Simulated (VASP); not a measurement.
Input:

```
CELL_PARAMETERS angstrom
      2.97175     0.00000     0.00000
      0.00000     2.97175     0.00000
      0.00000     0.00000     2.97175
ATOMIC_POSITIONS crystal
  Hg 0.00000 0.00000 0.00000
  O  0.50000 0.50000 0.50000
```

All values below come from PBEsol GGA, VASP's PBE PAW potentials (set 64) (plane waves; VASP 6.6.1). Numerical set-up: 520 eV cut-off, Gaussian smearing of 0.050 eV, potentials Hg O.

Question: Give the energies of bands 2 to 11 at the high-symmetry points, in eV from the Fermi level.

Answer: 
```json
[
 {"band": "2", "Γ": "-7.07", "X": "-7.97", "M": "-6.59", "R": "-7.46"},
 {"band": "3", "Γ": "-7.07", "X": "-6.85", "M": "-5.63", "R": "-7.46"},
 {"band": "4", "Γ": "-4.76", "X": "-5.92", "M": "-5.39", "R": "-7.46"},
 {"band": "5", "Γ": "-4.76", "X": "-5.92", "M": "-5.39", "R": "-4.10"},
 {"band": "6", "Γ": "-4.76", "X": "-4.68", "M": "-4.14", "R": "-4.10"},
 {"band": "7", "Γ": "-3.43", "X": "-3.37", "M": "-3.88", "R": "-0.20"},
 {"band": "8", "Γ": "-1.31", "X": "0.08", "M": "-3.88", "R": "-0.20"},
 {"band": "9", "Γ": "-1.31", "X": "0.08", "M": "-0.65", "R": "-0.20"},
 {"band": "10", "Γ": "-1.31", "X": "3.81", "M": "1.65", "R": "5.33"},
 {"band": "11", "Γ": "15.17", "X": "3.94", "M": "8.23", "R": "5.33"}
]
```

It has no gap at this level: it comes out as a metal or semimetal.

The structure was generated: HgO was put into the CsCl type type (Pm-3m), which need not be its known phase. It was relaxed first, which changed the volume by +54 %.
